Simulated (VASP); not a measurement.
Method: PBEsol GGA with spin-orbit coupling, VASP's PBE PAW potentials (set 64) (plane waves; VASP).

A VASP calculation is set up with these files.

KPOINTS:
```
Automatic mesh
0
Gamma
14 14 14
0 0 0
```

POSCAR:
```
Ta
1
    0.0000000000     2.0878924160     2.0878924160
    2.0878924160    -0.0000000000     2.0878924160
    2.0878924160     2.0878924160     0.0000000000
Ta
1
Direct
  0.0000000000   0.0000000000   0.0000000000
```

File KPOINTS_OPT:
```
k-points along high-symmetry lines
8
Line-mode
Reciprocal
  0.000000   0.000000   0.000000 ! GAMMA
  0.500000   0.000000   0.500000 ! X

  0.500000   0.000000   0.500000 ! X
  0.625000   0.250000   0.625000 ! U

  0.375000   0.375000   0.750000 ! K
  0.000000   0.000000   0.000000 ! GAMMA

  0.000000   0.000000   0.000000 ! GAMMA
  0.500000   0.500000   0.500000 ! L

  0.500000   0.500000   0.500000 ! L
  0.500000   0.250000   0.750000 ! W

  0.500000   0.250000   0.750000 ! W
  0.500000   0.000000   0.500000 ! X
```

**INCAR**
```
SYSTEM = Ta
PREC = Accurate; ENCUT = 400; LREAL = .FALSE.
LASPH = .TRUE.
EDIFF = 1E-6; NELM = 100; ALGO = Normal
LMAXMIX = 6
ISMEAR = 0; SIGMA = 0.05
GGA = PS; GGA_COMPAT = .FALSE.
MAGMOM = 3*0; LSORBIT = .TRUE.
LWAVE = .FALSE.; LCHARG = .FALSE.
```

POTCAR, in this order: Ta_pv (PBE.64 set). Program: vasp_ncl.

The resulting files:

OSZICAR:
```
       N       E                     dE             d eps       ncg     rms          rms(c)
DAV:   1     0.738711356731E+02    0.73871E+02   -0.54292E+03  3744   0.104E+03
DAV:   2    -0.117555836035E+02   -0.85627E+02   -0.84133E+02  4774   0.320E+02
DAV:   3    -0.135445553690E+02   -0.17890E+01   -0.17691E+01  4408   0.451E+01
DAV:   4    -0.135561337750E+02   -0.11578E-01   -0.11374E-01  4272   0.382E+00
DAV:   5    -0.135562306715E+02   -0.96896E-04   -0.96888E-04  4226   0.309E-01    0.133E+01
DAV:   6    -0.131400109717E+02    0.41622E+00   -0.44833E-01  4104   0.813E+00    0.638E+00
DAV:   7    -0.130117872208E+02    0.12822E+00   -0.36275E-01  4192   0.686E+00    0.110E+00
DAV:   8    -0.130107325646E+02    0.10547E-02   -0.20726E-03  4106   0.550E-01    0.261E-01
DAV:   9    -0.130096335816E+02    0.10990E-02   -0.13922E-03  4022   0.523E-01    0.361E-02
DAV:  10    -0.130096266924E+02    0.68892E-05   -0.44541E-05  4072   0.837E-02    0.233E-02
DAV:  11    -0.130096267680E+02   -0.75590E-07   -0.52028E-06  4298   0.298E-02
   1 F= -.13009627E+02 E0= -.13008675E+02  d E =-.190321E-02  mag=     0.0000    -0.0000     0.0000
       N       E                     dE             ncg
```

File OUTCAR:
```
------------------------ aborting loop because EDIFF is reached ----------------------------------------
  FORCE on cell =-STRESS in cart. coord.  units (eV):
  Direction    XX          YY          ZZ          XY          YZ          ZX
  --------------------------------------------------------------------------------------
  Total       -0.0396777     -0.0396777     -0.0396777      0.0000000      0.0000000      0.0000000
  in kB       -3.4922278     -3.4922278     -3.4922278      0.0000000      0.0000000      0.0000000
  external PRESSURE =      -3.4922278 kB  Pullay stress =       0.0000000 kB
  volume of cell :       18.20
      direct lattice vectors                 reciprocal lattice vectors
     0.000000000  2.087892416  2.087892416    -0.239475941  0.239475941  0.239475941
     2.087892416  0.000000000  2.087892416     0.239475941 -0.239475941  0.239475941
     2.087892416  2.087892416  0.000000000     0.239475941  0.239475941 -0.239475941
 POSITION                                       TOTAL-FORCE (eV/Angst)
 -----------------------------------------------------------------------------------
      0.00000      0.00000      0.00000        -0.000000     -0.000000     -0.000000
 -----------------------------------------------------------------------------------
    total drift:                                0.000000     -0.000000      0.000000
  FREE ENERGIE OF THE ION-ELECTRON SYSTEM (eV)
  ---------------------------------------------------
  free  energy   TOTEN  =       -13.0096267680 eV

  energy  without entropy=      -13.0077235573  energy(sigma->0) =      -13.00867516

 Ion:    1  E_soc:     -1.4336901
```
(Selected blocks of OUTCAR.)

The structure was generated: Ta was put into the fcc type (Fm-3m), which need not be its known phase. It was relaxed first.
